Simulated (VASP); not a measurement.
Level of theory: r2SCAN meta-GGA, VASP's PBE PAW potentials (set 64) (plane waves; VASP 6.6.1).

Input for VASP

File POSCAR:
```
Pt3Ti
1
    3.9251785566     0.0000000000     0.0000000000
    0.0000000000     3.9251785566    -0.0000000000
    0.0000000000    -0.0000000000     3.9251785566
Ti Pt
1 3
Direct
  0.0000000000   0.0000000000   0.0000000000
  0.0000000000   0.5000000000   0.5000000000
  0.5000000000   0.0000000000   0.5000000000
  0.5000000000   0.5000000000   0.0000000000
```

KPOINTS:
```
Automatic
0
gamma
7 7 7
0 0 0
```

INCAR:
```
ALGO  =  Normal
EDIFF  =  1E-6
EDIFFG  =  -0.02
ENCUT  =  520
IBRION  =  2
ISIF  =  3
ISMEAR  =  1
LASPH  =  .TRUE.
LCHARG  =  .FALSE.
LMAXMIX  =  6
LMIXTAU  =  .TRUE.
LREAL  =  .FALSE.
LWAVE  =  .FALSE.
METAGGA  =  R2SCAN
NELM  =  100
NSW  =  60
PREC  =  Accurate
SIGMA  =  0.1
SYSTEM  =  Pt3Ti
```

POTCAR, in this order: Ti_sv Pt (PBE.64 set). Program: vasp_std.

What VASP printed:

OSZICAR:
```
       N       E                     dE             d eps       ncg     rms          rms(c)
DAV:   1     0.246872556271E+03    0.24687E+03   -0.21876E+04  1000   0.186E+03
DAV:   2    -0.149614509903E+03   -0.39649E+03   -0.38931E+03  1079   0.467E+02
DAV:   3    -0.185239098626E+03   -0.35625E+02   -0.34438E+02  1494   0.117E+02
DAV:   4    -0.186296760965E+03   -0.10577E+01   -0.10531E+01  1198   0.212E+01
DAV:   5    -0.186328259675E+03   -0.31499E-01   -0.31481E-01  1426   0.370E+00    0.228E+01
DAV:   6    -0.171556376316E+03    0.14772E+02   -0.21995E+01  1387   0.457E+01    0.953E+00
DAV:   7    -0.171835458616E+03   -0.27908E+00   -0.16387E+01  1386   0.270E+01    0.936E+00
DAV:   8    -0.170813067673E+03    0.10224E+01   -0.28038E+00  1334   0.988E+00    0.381E+00
DAV:   9    -0.171311611186E+03   -0.49854E+00   -0.31550E+00  1401   0.114E+01    0.405E+00
DAV:  10    -0.171135577950E+03    0.17603E+00   -0.21623E+00  1389   0.111E+01    0.103E+00
DAV:  11    -0.171135772662E+03   -0.19471E-03   -0.91747E-02  1541   0.191E+00    0.230E-01
DAV:  12    -0.171134039591E+03    0.17331E-02   -0.33552E-03  1226   0.398E-01    0.226E-01
DAV:  13    -0.171134369544E+03   -0.32995E-03   -0.36575E-03  1201   0.476E-01    0.130E-01
DAV:  14    -0.171136802217E+03   -0.24327E-02   -0.28012E-03  1126   0.337E-01    0.398E-02
DAV:  15    -0.171136803585E+03   -0.13684E-05   -0.90082E-05  1278   0.787E-02    0.293E-02
DAV:  16    -0.171136816170E+03   -0.12584E-04   -0.17469E-04  1361   0.931E-02    0.171E-02
DAV:  17    -0.171136823624E+03   -0.74541E-05   -0.37840E-05  1065   0.503E-02    0.171E-02
DAV:  18    -0.171136826386E+03   -0.27621E-05   -0.65727E-07   667   0.681E-03    0.160E-02
DAV:  19    -0.171136836687E+03   -0.10301E-04   -0.92651E-06  1229   0.197E-02    0.850E-03
DAV:  20    -0.171136839885E+03   -0.31983E-05   -0.75033E-06  1287   0.213E-02    0.150E-03
DAV:  21    -0.171136839911E+03   -0.26037E-07   -0.21067E-07   514   0.407E-03
   1 F= -.17113684E+03 E0= -.17113681E+03  d E =-.171137E+03
```

### OUTCAR
```
------------------------ aborting loop because EDIFF is reached ----------------------------------------
  FORCE on cell =-STRESS in cart. coord.  units (eV):
  Direction    XX          YY          ZZ          XY          YZ          ZX
  --------------------------------------------------------------------------------------
  Total       -0.0344453     -0.0344453     -0.0344453      0.0000000     -0.0000000      0.0000000
  in kB       -0.9125630     -0.9125630     -0.9125630      0.0000000     -0.0000000      0.0000000
  external PRESSURE =      -0.9125630 kB  Pullay stress =       0.0000000 kB
  volume of cell :       60.48
      direct lattice vectors                 reciprocal lattice vectors
     3.925178557  0.000000000  0.000000000     0.254765480  0.000000000  0.000000000
     0.000000000  3.925178557  0.000000000     0.000000000  0.254765480  0.000000000
     0.000000000  0.000000000  3.925178557     0.000000000  0.000000000  0.254765480
 POSITION                                       TOTAL-FORCE (eV/Angst)
 -----------------------------------------------------------------------------------
      0.00000      0.00000      0.00000         0.000000      0.000000      0.000000
      0.00000      1.96259      1.96259         0.000000      0.000000      0.000000
      1.96259      0.00000      1.96259         0.000000      0.000000      0.000000
      1.96259      1.96259      0.00000         0.000000      0.000000      0.000000
 -----------------------------------------------------------------------------------
    total drift:                               -0.000000      0.000000     -0.000000
  FREE ENERGIE OF THE ION-ELECTRON SYSTEM (eV)
  ---------------------------------------------------
  free  energy   TOTEN  =      -171.1368399112 eV

  energy  without entropy=     -171.1367467830  energy(sigma->0) =     -171.13680887

 reached required accuracy - stopping structural energy minimisation
```
(Selected blocks of OUTCAR.)

The compound is Pt3Ti in the L1_2 structure. It was relaxed first. The start is the result of an earlier pass.
